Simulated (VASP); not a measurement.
# LiLu3 (P6_3/mmc) in VASP: equation of state, part 2 of 2

VASP 6.6.1. The steps go on from the part before.

### Step 7. Equation of state, PBE, 29.06 Å³/atom (volume scaled by 1.06)

File INCAR:

```
PREC = Accurate ; ENCUT = 520
EDIFF = 1E-7 ; ISMEAR = -1
SIGMA = 0.05 ; LREAL = F
LASPH = T ; NELM = 80
ALGO = Normal ; ISIF = 2
LWAVE = F ; LCHARG = F
GGA = PE ; NBANDS = 88
```

File KPOINTS:

```
Automatic mesh
0
Gamma
  5 5 5
```

File POSCAR:

```
LiLu3
1.0
    6.9734627435      0.0000000000      0.0000000000
   -3.4867313717      6.0391958881      0.0000000000
    0.0000000000      0.0000000000      5.5199421724
Lu Li
6 2
Direct
    0.3357319900      0.1678659950      0.7500000000
    0.8321340050      0.1678659950      0.7500000000
    0.8321340050      0.6642680100      0.7500000000
    0.6642680100      0.8321340050      0.2500000000
    0.1678659950      0.8321340050      0.2500000000
    0.1678659950      0.3357319900      0.2500000000
    0.6666666667      0.3333333333      0.2500000000
    0.3333333333      0.6666666667      0.7500000000
```

Potentials or basis: VASP PAW PBE potentials, release 64 (Lu, Li_sv).

Launch:

```
$ cat potpaw_PBE.64/Lu/POTCAR potpaw_PBE.64/Li_sv/POTCAR > POTCAR
$ mpirun -np 1 vasp_std > vasp.out
```

OUTCAR:

```text
PREC = Accurate
   ENCUT = 520
   EDIFF = 1E-7
   ISMEAR = -1
   LREAL = F
   LASPH = T
   NELM = 80
   ISIF = 2
   GGA = PE

 Found     15 irreducible k-points:

 Following reciprocal coordinates:
            Coordinates               Weight
  0.000000  0.000000  0.000000      1.000000
  0.200000  0.000000  0.000000      6.000000
  0.400000 -0.000000  0.000000      6.000000
  0.200000  0.200000  0.000000      6.000000
  0.400000  0.200000  0.000000      6.000000
  0.000000  0.000000  0.200000      2.000000
   k-points           NKPTS =     15   k-points in BZ     NKDIM =     15   number of bands    NBANDS=     88
   number of dos      NEDOS =    301   number of ions     NIONS =      8
   total plane-waves  NPLWV = 122472
   dimension x,y,z NGX =    54 NGY =   54 NGZ =   42
   dimension x,y,z NGXF=   108 NGYF=  108 NGZF=   84
   ions per type =               6   2
   NGX,Y,Z   is equivalent  to a cutoff of  12.87, 12.87, 12.65 a.u.
   NGXF,Y,Z  is equivalent  to a cutoff of  25.75, 25.75, 25.30 a.u.
 SYSTEM =  unknown system
   PREC   = accura    normal or accurate (medium, high low for compatibility)
   ISTART =      0    job   : 0-new  1-cont  2-samecut
[... 65 lines left out ...]
      1     -54.9904      2.00000
      2     -54.9723      2.00000
      3     -54.9723      2.00000
      4     -54.9688      2.00000
      5     -54.9616      2.00000
      6     -54.9616      2.00000
[... 535 lines left out ...]
     87       3.5056      0.00000
     88       3.5072      0.00000

 [... further k-points ...]

------------------------ aborting loop because EDIFF is reached ----------------------------------------

  FORCE on cell =-STRESS in cart. coord.  units (eV):
  Direction    XX          YY          ZZ          XY          YZ          ZX
  --------------------------------------------------------------------------------------
  -------------------------------------------------------------------------------------
  Total       -3.3794435     -3.3794435     -2.8148357     -0.0000000     -0.0000000      0.0000000
  in kB      -23.2912952    -23.2912952    -19.3999896     -0.0000000     -0.0000000      0.0000000
  external PRESSURE =     -21.9941933 kB  Pullay stress =       0.0000000 kB

 VOLUME and BASIS-vectors are now :
 -----------------------------------------------------------------------------
  energy-cutoff  :      520.00
  volume of cell :      232.47
      direct lattice vectors                 reciprocal lattice vectors
     6.973462743  0.000000000  0.000000000     0.143400780  0.082792479  0.000000000
    -3.486731372  6.039195888  0.000000000     0.000000000  0.165584958  0.000000000
     0.000000000  0.000000000  5.519942172     0.000000000  0.000000000  0.181161318

 POSITION                                       TOTAL-FORCE (eV/Angst)
 -----------------------------------------------------------------------------------
      1.75591      1.01378      4.13996        -0.100530     -0.058041      0.000000
      5.21755      1.01378      4.13996         0.100530     -0.058041      0.000000
      3.48673      4.01164      4.13996         0.000000      0.116082     -0.000000
      1.73082      5.02542      1.37999         0.100530      0.058041     -0.000000
     -1.73082      5.02542      1.37999        -0.100530      0.058041     -0.000000
      0.00000      2.02755      1.37999        -0.000000     -0.116082      0.000000
      3.48673      2.01307      1.37999        -0.000000     -0.000000      0.000000
     -0.00000      4.02613      4.13996        -0.000000     -0.000000      0.000000
 -----------------------------------------------------------------------------------
    total drift:                               -0.000001      0.000001     -0.000000

  FREE ENERGIE OF THE ION-ELECTRON SYSTEM (eV)
  ---------------------------------------------------
  free  energy   TOTEN  =       -29.4186168377 eV

  energy  without entropy=      -29.3153119095  energy(sigma->0) =      -29.36696437
```

OSZICAR:

```text
N       E                     dE             d eps       ncg     rms          rms(c)
DAV:   1     0.265202491362E+04    0.26520E+04   -0.41504E+04  3440   0.558E+03
DAV:   2     0.539153574915E+03   -0.21129E+04   -0.20055E+04  3584   0.155E+03
DAV:   3     0.526642279159E+02   -0.48649E+03   -0.47593E+03  2976   0.418E+02
DAV:   4    -0.204688806710E+02   -0.73133E+02   -0.71204E+02  3440   0.116E+02
DAV:   5    -0.294938231309E+02   -0.90249E+01   -0.88838E+01  3904   0.320E+01    0.109E+01
DAV:   6    -0.295354097203E+02   -0.41587E-01   -0.11236E+01  3632   0.132E+01    0.350E+00
DAV:   7    -0.294343197513E+02    0.10109E+00   -0.11198E+00  4368   0.377E+00    0.810E-01
DAV:   8    -0.294151928779E+02    0.19127E-01   -0.13797E-01  3760   0.145E+00    0.413E-01
DAV:   9    -0.294175733530E+02   -0.23805E-02   -0.15562E-02  3616   0.549E-01    0.262E-01
DAV:  10    -0.294185502484E+02   -0.97690E-03   -0.27991E-03  4200   0.212E-01    0.444E-02
DAV:  11    -0.294186120718E+02   -0.61823E-04   -0.51353E-04  3864   0.123E-01    0.208E-02
DAV:  12    -0.294186179922E+02   -0.59204E-05   -0.36102E-05  4088   0.307E-02    0.692E-03
DAV:  13    -0.294186172722E+02    0.72001E-06   -0.31852E-06  4096   0.872E-03    0.198E-03
DAV:  14    -0.294186173311E+02   -0.58950E-07   -0.12105E-06  2856   0.511E-03    0.157E-03
DAV:  15    -0.294186169037E+02    0.42746E-06   -0.28138E-07  2160   0.276E-03    0.463E-04
DAV:  16    -0.294186168377E+02    0.65949E-07   -0.37134E-08  1632   0.115E-03
   1 F= -.29418617E+02 E0= -.29366964E+02  d E =-.103305E+00
```

It took 7.4 min on 1 thread of Intel Xeon Platinum 8375C at 2.90GHz (Ice Lake), shared host; peak memory 0.47 GiB.

Results:

| Quantity | Value |
| --- | --- |
| Free energy | -29.4186 eV |
| Largest force | 0.116 eV/Å |
| Band gap on the k mesh | none (metal or under the smearing width) |

Caveat: the cutoff is under 1.25 times the usual one of these potentials, so pressure, stress and relaxed cells hold a basis-set (Pulay) error.

### Step 8. Equation of state, PBE

Potentials or basis: VASP PAW PBE potentials, release 64 (Lu, Li_sv).

No new run: the results of the series are fitted here.

What came out:

```
Equilibrium volume                        : 27.23 Å³/atom
Bulk modulus at fixed shape and positions : 37 GPa
Pressure derivative of the bulk modulus   : 3.4
```

Energy against volume, from the lowest point:
| volume (Å³/atom) | energy (meV/atom) |
| --- | --- |
| 25.769 | 9.50 |
| 26.317 | 3.51 |
| 26.865 | 0.42 |
| 27.414 | 0.00 |
| 27.962 | 2.04 |
| 28.510 | 6.32 |
| 29.058 | 12.63 |

Caveat: the cutoff is under 1.25 times the usual one of these potentials, so pressure, stress and relaxed cells hold a basis-set (Pulay) error; the cell was scaled at fixed shape and fractional positions, which overstates the stiffness of a crystal with free parameters, most of all of layers and chains. The run has no spin-orbit coupling, so splittings on Lu are missing.
